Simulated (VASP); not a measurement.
Level of theory: PBE GGA, VASP's PBE PAW potentials (set 64) (plane waves; VASP).

A VASP calculation is set up with these files.

### INCAR
```
# general
SYSTEM  = PdIn
PREC    = Accurate
ENCUT   = 480   # plane-wave cut-off (eV)
LREAL   = .False.   # projection in real space or not
LASPH   = .True.

# electronic loop
EDIFF   = 1E-7
NELM    = 100
ALGO    = Normal
LMAXMIX = 4

# smearing
ISMEAR  = 1
SIGMA   = 0.1

# functional
GGA     = PE   # PBE

# ions
IBRION  = 2   # conjugate gradients
NSW     = 40   # most ionic steps
ISIF    = 3   # ions, shape and volume
EDIFFG  = -0.01   # ionic stop
PSTRESS = 200   # kbar

# output
LWAVE   = .False.
LCHARG  = .False.
```

File POSCAR:
```
PdIn
1
    3.1712610312     0.0000000000    -0.0000000000
    0.0000000000     3.1712610312    -0.0000000000
    0.0000000000     0.0000000000     3.1712610312
In Pd
1 1
Direct
  0.5000000000   0.5000000000   0.5000000000
  0.0000000000   0.0000000000   0.0000000000
```

File KPOINTS:
```
K-points
0
gamma
10 10 10
0 0 0
```

POTCAR, in this order: In_d Pd (PBE.64 set). Program: vasp_std.

Output of the run:

OSZICAR:
```
       N       E                     dE             d eps       ncg     rms          rms(c)
DAV:   1     0.157381702358E+03    0.15738E+03   -0.11049E+04  1726   0.194E+03
DAV:   2    -0.194909450853E+01   -0.15933E+03   -0.15528E+03  1764   0.401E+02
DAV:   3    -0.863557359847E+01   -0.66865E+01   -0.66537E+01  2058   0.891E+01
DAV:   4    -0.875171076199E+01   -0.11614E+00   -0.11612E+00  2026   0.110E+01
DAV:   5    -0.875773765779E+01   -0.60269E-02   -0.60268E-02  2505   0.223E+00    0.831E+00
DAV:   6    -0.856294819555E+01    0.19479E+00   -0.44229E-01  1932   0.105E+01    0.400E+00
DAV:   7    -0.851909986668E+01    0.43848E-01   -0.74943E-02  2206   0.614E+00    0.160E+00
DAV:   8    -0.851198177621E+01    0.71181E-02   -0.16873E-02  1932   0.138E+00    0.426E-01
DAV:   9    -0.851117746210E+01    0.80431E-03   -0.19839E-03  2184   0.832E-01    0.531E-02
DAV:  10    -0.851118050653E+01   -0.30444E-05   -0.46721E-05  2226   0.125E-01    0.239E-02
DAV:  11    -0.851118178999E+01   -0.12835E-05   -0.38684E-06  2153   0.220E-02    0.386E-03
DAV:  12    -0.851118209649E+01   -0.30650E-06   -0.38927E-07  2114   0.616E-03    0.310E-03
DAV:  13    -0.851118202782E+01    0.68671E-07   -0.21992E-08  1155   0.209E-03
   1 F= -.45299693E+01 E0= -.45293645E+01  d E =-.452997E+01
       N       E                     dE             d eps       ncg     rms          rms(c)
DAV:   1    -0.851951517321E+01   -0.83331E-02   -0.20621E-02  1841   0.265E+00    0.219E-01
DAV:   2    -0.851865839190E+01    0.85678E-03   -0.34091E-03  1743   0.826E-01    0.678E-02
DAV:   3    -0.851856830585E+01    0.90086E-04   -0.23843E-04  2242   0.335E-01    0.297E-02
DAV:   4    -0.851855013246E+01    0.18173E-04   -0.37226E-05  2525   0.119E-01    0.286E-02
DAV:   5    -0.851854625315E+01    0.38793E-05   -0.26169E-06  1869   0.172E-02    0.835E-03
DAV:   6    -0.851854476751E+01    0.14856E-05   -0.56305E-07  2278   0.146E-02    0.232E-03
DAV:   7    -0.851854470272E+01    0.64793E-07   -0.26979E-08   987   0.207E-03
   2 F= -.45299389E+01 E0= -.45293334E+01  d E =0.304094E-04
       N       E                     dE             d eps       ncg     rms          rms(c)
DAV:   1    -0.851378060551E+01    0.47642E-02   -0.10545E-02  1841   0.189E+00    0.158E-01
DAV:   2    -0.851333447596E+01    0.44613E-03   -0.17523E-03  1743   0.592E-01    0.484E-02
DAV:   3    -0.851329170453E+01    0.42771E-04   -0.12259E-04  2214   0.241E-01    0.211E-02
DAV:   4    -0.851328631983E+01    0.53847E-05   -0.18919E-05  2511   0.846E-02    0.205E-02
DAV:   5    -0.851328758311E+01   -0.12633E-05   -0.14396E-06  1841   0.126E-02    0.515E-03
DAV:   6    -0.851328832529E+01   -0.74218E-06   -0.26474E-07  2031   0.108E-02    0.167E-03
DAV:   7    -0.851328837527E+01   -0.49987E-07   -0.21172E-08   882   0.165E-03
   3 F= -.45299755E+01 E0= -.45293706E+01  d E =-.623451E-05
```

OUTCAR:
```
------------------------ aborting loop because EDIFF is reached ----------------------------------------
  FORCE on cell =-STRESS in cart. coord.  units (eV):
  Direction    XX          YY          ZZ          XY          YZ          ZX
  --------------------------------------------------------------------------------------
  Total        3.9859384      3.9859384      3.9859384     -0.0000000     -0.0000000     -0.0000000
  in kB      200.1318294    200.1318294    200.1318294     -0.0000000     -0.0000000     -0.0000000
  external PRESSURE =       0.1318294 kB  Pullay stress =     200.0000000 kB
  volume of cell :       31.91
      direct lattice vectors                 reciprocal lattice vectors
     3.171818553 -0.000000000 -0.000000000     0.315276547  0.000000000 -0.000000000
    -0.000000000  3.171818553 -0.000000000     0.000000000  0.315276547 -0.000000000
     0.000000000  0.000000000  3.171818553     0.000000000  0.000000000  0.315276547
 POSITION                                       TOTAL-FORCE (eV/Angst)
 -----------------------------------------------------------------------------------
      1.58591      1.58591      1.58591        -0.000000      0.000000      0.000000
      0.00000      0.00000      0.00000         0.000000     -0.000000      0.000000
 -----------------------------------------------------------------------------------
    total drift:                                0.000000      0.000000     -0.000000
  FREE ENERGIE OF THE ION-ELECTRON SYSTEM (eV)
  ---------------------------------------------------
  free  energy   TOTEN  =        -8.5132883753 eV

  energy  without entropy=       -8.5114735539  energy(sigma->0) =       -8.51268343
  enthalpy is  TOTEN    =        -4.5299755143 eV   P V=        3.9833128610

 reached required accuracy - stopping structural energy minimisation
```
(Selected blocks of OUTCAR.)

File CONTCAR:
```
PdIn
   1.00000000000000
     3.1718185527445608   -0.0000000000000000   -0.0000000000000000
    -0.0000000000000000    3.1718185527445608   -0.0000000000000000
     0.0000000000000000    0.0000000000000000    3.1718185527445608
  In              Pd
     1     1
Direct
     0.5000000000000000    0.5000000000000000    0.5000000000000000
     0.0000000000000000    0.0000000000000000    0.0000000000000000
```

The compound is PdIn in the CsCl type structure. This run relaxes it under an external pressure of 20 GPa. Symmetry was kept, so distortions that lower it aren't found. The electron count is odd and the run is not spin-polarised, which forces a metal.
